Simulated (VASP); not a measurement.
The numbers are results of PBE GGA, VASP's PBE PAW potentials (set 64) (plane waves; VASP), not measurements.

A VASP calculation is set up with these files.

### INCAR
```
SYSTEM = GaN
PREC = Accurate
ENCUT = 520
EDIFF = 1E-7
NELM = 100
ALGO = Normal
LREAL = .FALSE.
LASPH = .TRUE.
ISMEAR = 0
SIGMA = 0.05
GGA = PE
LMAXMIX = 4
LWAVE = .FALSE.
LCHARG = .FALSE.
ISIF = 4
IBRION = 2
NSW = 30
EDIFFG = -0.01
```

### KPOINTS
```
Automatic mesh
0
Gamma
9 9 5
0 0 0
```

File POSCAR:
```
GaN
1
    1.5933296642    -2.7597278930     0.0000000000
    1.5933296642     2.7597278930     0.0000000000
    0.0000000000     0.0000000000     5.1885534588
Ga N
2 2
Direct
  0.6666670000   0.3333330000   0.5000480094
  0.3333330000   0.6666670000   0.0000480094
  0.6666670000   0.3333330000   0.8769519906
  0.3333330000   0.6666670000   0.3769519906
```

POTCAR, in this order: Ga_d N (PBE.64 set). Program: vasp_std.

What VASP printed:

### OSZICAR
```
       N       E                     dE             d eps       ncg     rms          rms(c)
DAV:   1     0.283852830553E+03    0.28385E+03   -0.18805E+04  1654   0.308E+03
DAV:   2     0.744107362764E+01   -0.27641E+03   -0.26847E+03  1756   0.538E+02
DAV:   3    -0.269521766990E+02   -0.34393E+02   -0.34128E+02  1830   0.157E+02
DAV:   4    -0.282994305946E+02   -0.13473E+01   -0.13435E+01  2186   0.328E+01
DAV:   5    -0.283239703203E+02   -0.24540E-01   -0.24516E-01  1800   0.382E+00    0.109E+01
DAV:   6    -0.241984730385E+02    0.41255E+01   -0.15318E+01  2874   0.579E+01    0.312E+00
DAV:   7    -0.243249379022E+02   -0.12646E+00   -0.17724E+00  1734   0.111E+01    0.272E+00
DAV:   8    -0.243242747297E+02    0.66317E-03   -0.28238E-01  2546   0.850E+00    0.858E-01
DAV:   9    -0.243014994038E+02    0.22775E-01   -0.11576E-01  2852   0.585E+00    0.332E-01
DAV:  10    -0.243024985369E+02   -0.99913E-03   -0.62204E-03  1898   0.859E-01    0.134E-01
DAV:  11    -0.243024393569E+02    0.59180E-04   -0.14682E-03  2442   0.741E-01    0.216E-02
DAV:  12    -0.243024551518E+02   -0.15795E-04   -0.17501E-04  1768   0.104E-01    0.146E-02
DAV:  13    -0.243024537262E+02    0.14256E-05   -0.22562E-05  2364   0.101E-01    0.312E-03
DAV:  14    -0.243024542668E+02   -0.54066E-06   -0.51277E-06  1860   0.186E-02    0.104E-03
DAV:  15    -0.243024541291E+02    0.13775E-06   -0.16506E-07  1340   0.754E-03    0.185E-04
DAV:  16    -0.243024541582E+02   -0.29078E-07   -0.75800E-08  1024   0.429E-03
   1 F= -.24302454E+02 E0= -.24302454E+02  d E =-.243025E+02
       N       E                     dE             d eps       ncg     rms          rms(c)
DAV:   1    -0.243024865948E+02   -0.32466E-04   -0.41792E-03  1650   0.513E-01    0.312E-02
DAV:   2    -0.243024817552E+02    0.48396E-05   -0.13217E-04  2198   0.141E-01    0.181E-02
DAV:   3    -0.243024737986E+02    0.79566E-05   -0.11058E-05  2132   0.474E-02    0.259E-03
DAV:   4    -0.243024740218E+02   -0.22319E-06   -0.29939E-06  1674   0.168E-02    0.824E-04
DAV:   5    -0.243024740287E+02   -0.69631E-08   -0.10835E-07  1190   0.388E-03
   2 F= -.24302474E+02 E0= -.24302474E+02  d E =-.198706E-04
```

File OUTCAR:
```
------------------------ aborting loop because EDIFF is reached ----------------------------------------
  FORCE on cell =-STRESS in cart. coord.  units (eV):
  Direction    XX          YY          ZZ          XY          YZ          ZX
  --------------------------------------------------------------------------------------
  Total        1.5964899      1.5964899      1.6173316      0.0000000      0.0000000      0.0000000
  in kB       56.0568343     56.0568326     56.7886394      0.0000000      0.0000000      0.0000000
  external PRESSURE =      56.3007687 kB  Pullay stress =       0.0000000 kB
  volume of cell :       45.63
      direct lattice vectors                 reciprocal lattice vectors
     1.593128734 -2.759379870  0.000000000     0.313847833 -0.181200133  0.000000000
     1.593128734  2.759379870  0.000000000     0.313847833  0.181200133  0.000000000
     0.000000000  0.000000000  5.189862338     0.000000000  0.000000000  0.192683338
  FREE ENERGIE OF THE ION-ELECTRON SYSTEM (eV)
  ---------------------------------------------------
  free  energy   TOTEN  =       -24.3024740287 eV

  energy  without entropy=      -24.3024740287  energy(sigma->0) =      -24.30247403

 reached required accuracy - stopping structural energy minimisation
```
(Selected blocks of OUTCAR.)

### CONTCAR
```
GaN
   1.00000000000000
     1.5931287336474647   -2.7593798695992606    0.0000000000000000
     1.5931287336474647    2.7593798695992606    0.0000000000000000
     0.0000000000000000    0.0000000000000000    5.1898623384310740
  Ga              N
     2     2
Direct
     0.6666669999999968    0.3333330000000032    0.5001449095745419
     0.3333330000000032    0.6666669999999968    0.0001449095745419
     0.6666669999999968    0.3333330000000032    0.8768550904254534
     0.3333330000000032    0.6666669999999968    0.3768550904254535
```

The compound is GaN in the wurtzite structure. This cell is one point of a volume scan, at 0.97 of the reference volume. Symmetry was kept, so distortions that lower it aren't found.
